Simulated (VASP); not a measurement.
```
FeGe
1.0
    4.70660     0.00000     0.00000
    0.00000     4.70660     0.00000
    0.00000     0.00000     4.70660
Fe Ge
4 4
Direct
  0.86527   0.63473   0.36527
  0.36527   0.86527   0.63473
  0.13473   0.13473   0.13473
  0.63473   0.36527   0.86527
  0.15537   0.34463   0.65537
  0.65537   0.15537   0.34463
  0.84463   0.84463   0.84463
  0.34463   0.65537   0.15537
```
Starting moments (μB, in the order of the record's atoms Fe Fe Fe Fe Ge Ge Ge Ge): 2.2 2.2 2.2 2.2 -0.1 -0.1 -0.1 -0.1.

Computed with r2SCAN meta-GGA, VASP's PBE PAW potentials (set 64) (plane waves; VASP). Settings: 400 eV cut-off, 7×7×7 Γ-centred mesh, tetrahedra with Blöchl corrections, potentials Fe Ge_d.

The cores are frozen, which limits the accuracy of field gradients.

Q: Give the principal components of the electric field gradient (V/Å²) and the asymmetry η at each nucleus.

A: 
```
atom   Vxx   Vyy    Vzz     η
----  ----  ----  -----  ----
Fe1   12.7  12.7  -25.4  0.00
Fe2   12.7  12.7  -25.4  0.00
Fe3   12.7  12.7  -25.4  0.00
Fe4   12.7  12.7  -25.4  0.00
Ge5   36.3  36.3  -72.6  0.00
Ge6   36.3  36.3  -72.6  0.00
Ge7   36.3  36.3  -72.6  0.00
Ge8   36.3  36.3  -72.6  0.00
```

The compound is FeGe in the B20 structure. It was relaxed first.
